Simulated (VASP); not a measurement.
Wanted: the native input for a VASP 6.6.1 run.

```
Task                   : relaxation of cell and atoms
Functional             : LDA
Potentials or basis    : VASP PAW LDA potentials, release 64 (Si)
Cutoff                 : 600 eV
k mesh                 : 12 × 12 × 12
Occupations            : gaussian, width 0.03 eV
Spin                   : no spin polarisation
Further INCAR settings : ALGO = Normal; EDIFF = 1e-06; IBRION = 2; EDIFFG = -0.01; NSW = 90; ISIF = 3
```

The structure of Si lies in POSCAR:

```
Si
1.0
    0.0000000000      2.7135600000      2.7135600000
    2.7135600000      0.0000000000      2.7135600000
    2.7135600000      2.7135600000      0.0000000000
Si
2
Direct
    0.0000000000      0.0000000000      0.0000000000
    0.2500000000      0.2500000000      0.2500000000
```

The cell was built by a generator and needn't be a form met in nature.

The input as run:

INCAR

```
PREC = Accurate
ENCUT = 600
EDIFF = 1E-6
ISMEAR = 0
SIGMA = 0.03
LREAL = False
LASPH = True
NELM = 80
ALGO = Normal
ISIF = 3
LWAVE = False
LCHARG = False
IBRION = 2
NSW = 90
EDIFFG = -0.01
```

KPOINTS

```
Automatic mesh
0
Gamma
  12 12 12
```

Potentials or basis: VASP PAW LDA potentials, release 64 (Si).

Run with:

```sh
$ cat potpaw_LDA.64/Si/POTCAR > POTCAR
$ mpirun -np 1 vasp_std > vasp.out
```

It gave:

```
Relaxed volume                         : 19.72 Å³/atom
Relaxed cell                           : a = 3.820 Å, b = 3.820 Å, c = 3.820 Å, α = 60.00°, β = 60.00°, γ = 60.00°
Space group after relaxing (to 0.05 Å) : Fd-3m (No. 227)
Energy gained by relaxing              : 1.1 meV/atom
Ionic steps                            : 3
Pressure after relaxing                : 0.0 GPa
Band gap on the k mesh                 : 0.44 eV, indirect (least direct gap 2.53 eV)
```

Wall time 13 s on 1 thread of Intel(R) Xeon(R) 6975P-C (Granite Rapids), with other jobs on the host, peak memory 0.16 GiB.
